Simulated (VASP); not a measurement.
```
CdSe
1.0
    4.25482     0.00000     0.00000
   -2.12741     3.68478     0.00000
    0.00000     0.00000     6.94095
Cd Se
2 2
Direct
  0.66667   0.33333   0.49995
  0.33333   0.66667   0.99995
  0.66667   0.33333   0.87591
  0.33333   0.66667   0.37591
```

These are PBE GGA, VASP's PBE PAW potentials (set 64) (plane waves; VASP 6.6.1) values and carry that method's errors. Settings: 300 eV cut-off, 5×5×3 Γ-centred mesh shifted by (0.5, 0.5, 0.5), Gaussian smearing of 0.010 eV, potentials Cd Se.

At this cut-off the stress carries a Pulay error, which pulls relaxed volumes low.

Task: Give the stress tensor in GPa (positive for a compressed cell).

Result: 
```
5.23  0.00  0.00
0.00  5.23  0.00
0.00  0.00  5.29
```
The pressure is its mean diagonal, 5.25 GPa.

The structure comes from a computed database's CdSe entry; how it stands against other phases isn't given here. The cell was not relaxed at this level.
